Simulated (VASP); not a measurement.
Consider the following.

```xyz
2
Lattice="0.0000 2.7448 2.7448 2.7448 0.0000 2.7448 2.7448 2.7448 0.0000" Properties=species:S:1:pos:R:3 pbc="T T T"
Al     0.0000     0.0000     0.0000
P      1.3724     1.3724     1.3724
```

Method: rev-vdW-DF2, VASP's PBE PAW potentials (set 64) (plane waves; VASP). Settings: 520 eV cut-off, 8×8×8 Γ-centred mesh, Gaussian smearing of 0.050 eV, potentials Al P.

Problem. The job: AlP (zinc blende), 2 atoms, rev-vdW-DF2, static run, 520 eV, 8×8×8 Γ-centred mesh. Roughly how much core time does it take on a busy server core?

Solution. About 30 core-seconds (one run on a shared machine, a rough figure). It had 29 irreducible k-points, 8 bands, up to 1139 plane waves and 14 electronic steps.

The compound is AlP in the zinc blende structure. It was relaxed first.
